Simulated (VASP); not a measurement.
Take NaH (rock salt), with a static lattice, in VASP with PAW potentials, and its bulk modulus.

### Question
One run gives 23.5 GPa. Which level is it?
A. AM05
B. r2SCAN
C. PBE-D3(BJ)
D. rev-vdW-DF2

### Answer
D, rev-vdW-DF2.  The others give 22.1 (AM05), 26.0 (PBE-D3(BJ)), 24.9 (r2SCAN).

Only levels that ran to the end are used. Left out are those held back, those with too coarse a band path, GW runs whose mesh misses a band edge, hybrids' fits of cells that aren't cubic and levels without matching references; a question may draw on a part of the rest.

The compound is NaH in the rock salt structure.
